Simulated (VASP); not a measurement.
These are PBEsol GGA, VASP's PBE PAW potentials (set 64) (plane waves; VASP) values and carry that method's errors.

A VASP calculation is set up with these files.

**KPOINTS**
```
Automatic mesh
0
Gamma
6 6 2
0 0 0
```

File POSCAR:
```
InSe
1
    4.0122516001    -0.0000000000     0.0000000000
   -2.0061258001     3.4747122041     0.0000000000
   -0.0000000000    -0.0000000000    16.8039920723
In Se
4 4
Direct
  0.0000000000   0.0000000000   0.5826507832
  0.0000000000   0.0000000000   0.4173492168
  0.3333330000   0.6666670000   0.9173079078
  0.3333330000   0.6666670000   0.0826920922
  0.6666670000   0.3333330000   0.8411392993
  0.6666670000   0.3333330000   0.1588607007
  0.3333330000   0.6666670000   0.6587319231
  0.3333330000   0.6666670000   0.3412680769
```

INCAR:
```
ALGO = Normal
EDIFF = 1E-6
EDIFFG = -0.02
ENCUT = 400
GGA = PS
IBRION = 2
ISIF = 3
ISMEAR = 0
LASPH = T
LCHARG = F
LMAXMIX = 4
LREAL = F
LWAVE = F
NELM = 100
NSW = 60
PREC = Accurate
SIGMA = 0.05
SYSTEM = InSe
```

POTCAR, in this order: In_d Se (PBE.64 set). Program: vasp_std.

The resulting files:

OSZICAR:
```
       N       E                     dE             d eps       ncg     rms          rms(c)
DAV:   1     0.708356279896E+03    0.70836E+03   -0.29842E+04  1260   0.158E+03
DAV:   2     0.732479384453E+02   -0.63511E+03   -0.62150E+03  1268   0.429E+02
DAV:   3    -0.256706416243E+02   -0.98919E+02   -0.96071E+02  1541   0.188E+02
DAV:   4    -0.318882343587E+02   -0.62176E+01   -0.61795E+01  1512   0.468E+01
DAV:   5    -0.321072017336E+02   -0.21897E+00   -0.21883E+00  1611   0.856E+00    0.985E+00
DAV:   6    -0.312421878101E+02    0.86501E+00   -0.17433E+00  1659   0.180E+01    0.562E+00
DAV:   7    -0.311893413366E+02    0.52846E-01   -0.92646E-01  1843   0.608E+00    0.135E+00
DAV:   8    -0.311809385079E+02    0.84028E-02   -0.98590E-02  1832   0.314E+00    0.983E-01
DAV:   9    -0.311813821130E+02   -0.44361E-03   -0.15862E-02  1582   0.525E-01    0.360E-01
DAV:  10    -0.311812881405E+02    0.93972E-04   -0.15753E-03  1792   0.453E-01    0.171E-01
DAV:  11    -0.311814496782E+02   -0.16154E-03   -0.63840E-04  1643   0.148E-01    0.395E-02
DAV:  12    -0.311814428942E+02    0.67840E-05   -0.52491E-05  1931   0.388E-02    0.257E-02
DAV:  13    -0.311814474427E+02   -0.45485E-05   -0.19184E-05  1491   0.254E-02    0.107E-02
DAV:  14    -0.311814479868E+02   -0.54406E-06   -0.27384E-06  1067   0.153E-02
   1 F= -.31181448E+02 E0= -.31181448E+02  d E =-.311814E+02
```

### OUTCAR
```
------------------------ aborting loop because EDIFF is reached ----------------------------------------
  FORCE on cell =-STRESS in cart. coord.  units (eV):
  Direction    XX          YY          ZZ          XY          YZ          ZX
  --------------------------------------------------------------------------------------
  Total       -0.0875943     -0.0875944     -0.1274861      0.0000000      0.0000000     -0.0000000
  in kB       -0.5990557     -0.5990558     -0.8718744      0.0000000      0.0000000     -0.0000000
  external PRESSURE =      -0.6899953 kB  Pullay stress =       0.0000000 kB
  volume of cell :      234.27
      direct lattice vectors                 reciprocal lattice vectors
     4.012251600  0.000000000  0.000000000     0.249236613  0.143896809  0.000000000
    -2.006125800  3.474712204  0.000000000     0.000000000  0.287793619  0.000000000
     0.000000000  0.000000000 16.803992072     0.000000000  0.000000000  0.059509669
 POSITION                                       TOTAL-FORCE (eV/Angst)
 -----------------------------------------------------------------------------------
      0.00000      0.00000      9.79086         0.000000      0.000000     -0.002176
      0.00000      0.00000      7.01313         0.000000      0.000000      0.002176
     -0.00000      2.31648     15.41443         0.000000      0.000000      0.002252
     -0.00000      2.31648      1.38956        -0.000000      0.000000     -0.002252
      2.00613      1.15824     14.13450         0.000000     -0.000000      0.016972
      2.00613      1.15824      2.66949         0.000000      0.000000     -0.016972
     -0.00000      2.31648     11.06933        -0.000000     -0.000000     -0.008718
     -0.00000      2.31648      5.73467        -0.000000     -0.000000      0.008718
 -----------------------------------------------------------------------------------
    total drift:                                0.001690     -0.000965      0.000000
  FREE ENERGIE OF THE ION-ELECTRON SYSTEM (eV)
  ---------------------------------------------------
  free  energy   TOTEN  =       -31.1814479868 eV

  energy  without entropy=      -31.1814479649  energy(sigma->0) =      -31.18144798

 reached required accuracy - stopping structural energy minimisation
```
(Selected blocks of OUTCAR.)

### OUTCAR
```
 val. band max:        3.9564802778   @ k =   0.0000   0.0000   0.0000

 cond. band min:       4.2802912933   @ k =   0.0000   0.0000   0.0000


 Fermi energy:         4.1183846275

 k-point     1 :       0.0000    0.0000    0.0000
  band No.  band energies     occupation
      1     -10.8016      2.00000
      2     -10.7974      2.00000
      3     -10.6044      2.00000
      4     -10.6044      2.00000
      5     -10.5989      2.00000
      6     -10.5989      2.00000
      7     -10.5156      2.00000
      8     -10.5156      2.00000
      9     -10.5097      2.00000
     10     -10.5097      2.00000
     11     -10.5068      2.00000
     12     -10.5068      2.00000
     13     -10.5009      2.00000
     14     -10.5009      2.00000
     15     -10.3234      2.00000
     16     -10.3234      2.00000
     17     -10.3187      2.00000
     18     -10.3170      2.00000
     19     -10.3170      2.00000
     20     -10.3074      2.00000
     21      -9.5834      2.00000
     22      -9.4306      2.00000
     23      -9.3243      2.00000
     24      -9.1642      2.00000
     25      -2.4277      2.00000
     26      -2.0839      2.00000
     27      -0.3768      2.00000
     28       0.5250      2.00000
     29       2.3928      2.00000
     30       2.5859      2.00000
     31       2.5859      2.00000
     32       2.6596      2.00000
     33       2.6597      2.00000
     34       2.7534      2.00000
     35       2.7534      2.00000
     36       2.8345      2.00000
     37       2.8345      2.00000
     38       3.9565      2.00000
     39       4.2803      0.00000
     40       5.5911      0.00000
     41       5.9399      0.00000
     42       6.0102      0.00000
     43       8.1583      0.00000
     44       8.1856      0.00000
     45       8.2428      0.00000

 k-point     2 :       0.1667    0.0000    0.0000
  band No.  band energies     occupation
      1     -10.8066      2.00000
      2     -10.8021      2.00000
      3     -10.6939      2.00000
...
```

Without a dispersion term in the relaxation, distances and binding between the weakly bound layers, chains or molecules are unreliable, and so is what depends on them. Unless said otherwise, spin-orbit coupling is left out, though it shifts the bands of the heavy elements here.

The structure comes from a computed database's InSe entry (P-6m2); how it stands against other phases isn't given here. It was relaxed first, which changed the volume by -9 %. The start is the result of an earlier pass.
